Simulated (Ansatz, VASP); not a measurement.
# WSeS in two plane-wave programs, part 3 of 3

One calculation is typed for both programs; each brings its own data sets. How far apart do they land? The cell is taken from a series of runs on this material, whose earlier steps may have relaxed, scaled, displaced or heated it; both programs get it as it stands.

VASP 6.6.1 and Ansatz 0.2.0.

So far: Starting point; Ansatz: zone-centre phonons, PBEsol, pair 1; VASP: zone-centre phonons, PBEsol, pair 1; Side by side.

## (5) VASP: zone-centre phonons, PBEsol, pair 2

Level of this step: PBEsol, no spin polarisation; plane waves and PAW (W, S, Se) (VASP).

Second derivatives magnify differences that forces hide, and they need a tight electronic threshold.

File INCAR:

```
SYSTEM = WSeS
PREC = Accurate
ENCUT = 600
EDIFF = 1E-08
NELM = 120
ISMEAR = 0
SIGMA = 0.01
LREAL = .FALSE.
ALGO = Normal
GGA = PS
NBANDS = 15
LASPH = .TRUE.
LORBIT = 11
LWAVE = .FALSE.
LCHARG = .FALSE.
ISIF = 2
IBRION = 8
GGA_COMPAT = .FALSE.
EFERMI = MIDGAP
NELMDL = -8
KPAR = 2
```

File POSCAR:

```
WSeS
1.0
    3.1428562941      0.0000000000      0.0000000000
   -1.5714281470      2.7217933912      0.0000000000
    0.0000000000      0.0000000000     30.4000000000
W S Se
1 1 1
Direct
    0.3333333333      0.6666666667      0.3297557374
    0.6666666666      0.3333333334      0.3809956410
    0.6666666666      0.3333333334      0.2728012531
```

File KPOINTS:

```
Automatic mesh
0
Gamma
12 12 1
0 0 0
```

Potentials, in the order of the species: W, S and Se (PBE family, release 64).

On the command line:

```
$ mpirun -np 2 vasp_std
```

Numbers of over 12 decimals in the logs are rounded to 6 here.

Output:

```text
[banner, memory and clock lines left out]
running    2 mpi-ranks, on    1 nodes
[...]
[... a notice as in an earlier step ...]

 LDA part: xc-table for (Slater+PW92), standard interpolation
 POSCAR, INCAR and KPOINTS ok, starting setup
[...]
entering main loop
       N       E                     dE             d eps       ncg     rms          rms(c)
DAV:   1     0.142970436285E+03    0.14297E+03   -0.60970E+03   570   0.946E+02
DAV:   2    -0.742820623591E+01   -0.15040E+03   -0.13876E+03   968   0.165E+02
DAV:   3    -0.250162726704E+02   -0.17588E+02   -0.17405E+02   780   0.721E+01
DAV:   4    -0.253815340685E+02   -0.36526E+00   -0.36280E+00   753   0.129E+01
[...]
DAV:  30    -0.242420484128E+02   -0.15031E-07    0.59150E-10   635   0.303E-05    0.191E-05
DAV:  31    -0.242420484233E+02   -0.10567E-07    0.59346E-10   495   0.231E-05    0.724E-06
DAV:  32    -0.242420484249E+02   -0.15202E-08    0.62787E-10   607   0.119E-05
   1 F= -.24242048E+02 E0= -.24242048E+02  d E =0.000000E+00
[...]
RMM:   9    -0.675557056431E-01    0.20863E-06    0.40044E-10  4133   0.393E-05    0.130E-05
RMM:  10    -0.675556139869E-01    0.91656E-07   -0.75714E-09  4108   0.161E-05    0.317E-06
RMM:  11    -0.675556073106E-01    0.66763E-08   -0.13459E-08  4066   0.594E-06    0.218E-06
 first order change of Fermi-energy   0.55657E-04
 force on displaced ion       3 direction 1 :  -9.420  -0.000  -0.000
 Linear response progress:
  Degree of freedom:   6/  6
       N       E                     dE             d eps       ncg     rms          rms(c)
RMM:   1    -0.137323325411E+00   -0.13732E+00    0.71564E-02  1304   0.159E+00
RMM:   2    -0.135665262925E+00    0.16581E-02   -0.29791E-03   929   0.368E-01    0.294E-01
RMM:   3    -0.135521071846E+00    0.14419E-03   -0.36738E-04   963   0.111E-01    0.232E-01
RMM:   4    -0.135634506456E+00   -0.11343E-03   -0.36486E-04   963   0.857E-02    0.493E-02
[...]
RMM:  16    -0.135596368909E+00   -0.51836E-07    0.26736E-08  1116   0.655E-05    0.103E-05
RMM:  17    -0.135596383894E+00   -0.14985E-07    0.37422E-08  1086   0.288E-05    0.390E-06
RMM:  18    -0.135596388470E+00   -0.45759E-08   -0.14096E-08  1035   0.143E-05    0.221E-06
 first order change of Fermi-energy   0.75206E+00
 force on displaced ion       3 direction 3 :   0.000  -0.000 -17.339
 Linear response finished
```

Parts of OUTCAR (step 5):

```text
  Total        1.8630429      1.8630429     -0.0329316      0.0000000     -0.0000000      0.0000000
  in kB       11.4783689     11.4783689     -0.2028944      0.0000000     -0.0000000      0.0000000
  external PRESSURE =       7.5846145 kB  Pullay stress =       0.0000000 kB

 POSITION                                       TOTAL-FORCE (eV/Angst)
 -----------------------------------------------------------------------------------
     -0.00000      1.81453     10.02457         0.000000      0.000000      0.016861
      1.57143      0.90726     11.58227        -0.000000     -0.000000     -0.016682
      1.57143      0.90726      8.29316         0.000000      0.000000     -0.000179
 -----------------------------------------------------------------------------------
    total drift:                                0.000000     -0.000000     -0.000077

[... 1 part as in an earlier step ...]

[... 1 further part left out ...]
```

## (6) Ansatz: zone-centre phonons, PBEsol, pair 2

The same cell, functional and mesh now go to Ansatz, which takes its cutoff from its data sets.

The cell is taken from a series of runs on this material, whose earlier steps may have relaxed, scaled, displaced or heated it; both programs get it as it stands.

File input.yaml:

```yaml
crystal:
  lattice:
    - [3.1428562941, 0.0, 0.0]
    - [-1.571428147, 2.7217933912, 0.0]
    - [0.0, 0.0, 30.4]
  atoms:
    - { symbol: W, position: [0.3333333333, 0.6666666667, 0.3297557374] }
    - { symbol: S, position: [0.6666666667, 0.3333333333, 0.380995641] }
    - { symbol: Se, position: [0.6666666667, 0.3333333333, 0.2728012531] }
  periodic: [true, true, false]
kpoints:
  mp_grid: { grid: [12, 12, 1] }
hamiltonian:
  xc: pbesol
  pseudopotentials: { kind: paw, azcp: { folder: soft_1 }, xc_functional: pbe }
scf:
  occupations: { method: fixed }
output:
  eigenvalues: true
phonons:
  method: dfpt
```

On the command line:

```
$ ansatz run input.yaml --threads 4 --pin off --max-ram 16384MiB --backend cpu --events-out ev --progress --plain --runs-dir out
```

Output:

```text
[...]
Crystal: 3 atoms, lattice volume = 260.048 Å³
Basis set: ecut = 420 eV, 5021 PW (Γ), exchange–correlation on 48×48×432 points (8 copies of the dense FFT grid, shifted against one another)
Bands: 22, of which v1, the nominal top of the filled ones, is band 18 counted from 1 (17 counted from 0)
Symmetry: 6 space group operations
k-points: 43 of 144 (irreducible under 2 space group operations, time reversal used)
[...]
k-point 2: bands = [... 14 lower, -7.6698, -6.8670, -6.8143, -5.9415, -3.1792, -2.4315, -2.4087, -1.4591]
  k-point 42: bands = [... 14 lower, -9.0600, -8.7248, -7.4122, -5.9040, -3.1273, -2.1566, -1.8158, -0.2579]
[...]
ASR residual: 3.674e-5 → 0.000e0 eV/Å²; symmetrization residual: 1.209e-5 eV/Å²
  ASR residual per site (eV/Å²): 3.67e-5 3.13e-5 3.27e-5
  Γ frequencies (cm⁻¹): 0.00 0.00 0.00 204.15 204.15 282.62 336.87 336.87 426.61
[...]
[key lines of the parts left out:]
SCF converged after 14 iterations
Free energy (F): -16568.847919 eV
Fermi energy:    -5.387410 eV
```

## (7) Comparison

What differs besides the data sets and the points named for the pairs above, as far as they apply: the data sets hold 36 valence electrons in Ansatz (on its PAW soft_1 files) and 18 in VASP. Total energies have different zeros and are not compared.

Compared:

```csv
quantity,Ansatz,VASP,difference
optical mode 1 to 2 (cm⁻¹),204.2,205.1,-0.47 %
optical mode 3 (cm⁻¹),282.6,284.9,-0.81 %
optical mode 4 to 5 (cm⁻¹),336.9,338.9,-0.59 %
optical mode 6 (cm⁻¹),426.6,429.8,-0.73 %
```

Modes are paired by rising frequency, not by their patterns, so a pair may set unlike modes beside each other; they are those without the splitting of longitudinal modes. Where the cell holds vacuum, a pressure given here is an average over it and none of the material.

## (8) Results

```
r.m.s. difference of the optical zone-centre modes, each program's sorted by frequency (zone-centre phonons, PBEsol, pair 1) : 2.2 cm⁻¹
difference in optical mode 3 (zone-centre phonons, PBEsol, pair 1)                                                           : -0.9 %
r.m.s. difference of the optical zone-centre modes, each program's sorted by frequency (zone-centre phonons, PBEsol, pair 2) : 2.0 cm⁻¹
difference in optical mode 3 (zone-centre phonons, PBEsol, pair 2)                                                           : -0.8 %
```

What this shows: The r.m.s. difference of the optical zone-centre modes, each program's sorted by frequency is 2.2 cm⁻¹ (zone-centre phonons, PBEsol, pair 1). The data sets hold unlike numbers of valence electrons (36 in Ansatz and 18 in VASP), so part of the differences may come from the potentials. Among the rows given in per cent, the largest difference of the zone-centre phonons, PBEsol, pair 1 pair is in optical mode 3, -0.9 %. Among the rows given in per cent, the largest difference of the zone-centre phonons, PBEsol, pair 2 pair is in optical mode 3, -0.8 %. Such differences can come from data sets, numerical settings and the points named under the comparisons, not from the functional's error against experiment.

[Lines on the potential files, build, host, timing and source positions are cut from VASP's logs without a mark.]

[Logs are printed without paths, hosts, clocks, repeated set-up lines and the standing remarks that a program may print on its own settings, such as how far it seeks lower states.]

[Hosts, paths, dates, database ids (printed as entryN), source tags and the programs' standing remarks are cut or masked in the printed files.]
